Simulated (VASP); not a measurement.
A run of VASP 6.6.1:

INCAR

```
SYSTEM = TaAs
PREC     = Accurate       ! precision mode
ENCUT    = 520            ! plane-wave cutoff, eV
EDIFF    = 1E-7           ! SCF threshold, eV
ISMEAR   = 0              ! smearing method
SIGMA    = 0.05           ! smearing width, eV
LREAL    = .False.        ! projectors in reciprocal space
LASPH    = .True.         ! aspherical terms in the spheres
NELM     = 100            ! most SCF steps
ALGO     = Normal         ! electronic algorithm
ISIF     = 2              ! what is computed and relaxed
LWAVE    = .False.        ! write WAVECAR
LCHARG   = .False.        ! write CHGCAR
LDIPOL   = .True.       
IDIPOL   = 3            
DIPOL    = 0.5 0.5 0.291
GGA      = PE             ! functional
IVDW     = 4              ! dispersion correction
IBRION   = 2              ! ionic algorithm
NSW      = 40             ! ionic steps
EDIFFG   = -0.02          ! ionic threshold
```

KPOINTS

```
Automatic mesh
0
Gamma
  8 8 1
  0 0 0
```

The input POSCAR:

```
TaAs
1.0
    3.3258600000      0.0000000000      0.0000000000
    0.0000000000      3.3258600000      0.0000000000
    0.0000000000      0.0000000000     25.7402900000
Ta As
1 1
Selective dynamics
Direct
    0.0000000000      0.0000000000      0.2717800000  F F F
    0.5000000000      0.5000000000      0.3109600000  T T T
```

Potentials or basis: VASP PAW PBE potentials, release 64 (Ta_pv, As).

The run is started by

```console
$ cat potpaw_PBE.64/Ta_pv/POTCAR potpaw_PBE.64/As/POTCAR > POTCAR
$ mpirun -np 1 vasp_std > vasp.out
```

Hardware: 1 thread of Intel(R) Xeon(R) Platinum 8488C (Sapphire Rapids), with other jobs on the host.

Question: How long does it take, and how much memory?

Answer: Run time: 110 s on 1 thread of Intel(R) Xeon(R) Platinum 8488C (Sapphire Rapids) (shared host), peak memory 0.44 GiB. Counts: scf iterations 35, k points 15, ion steps 3.
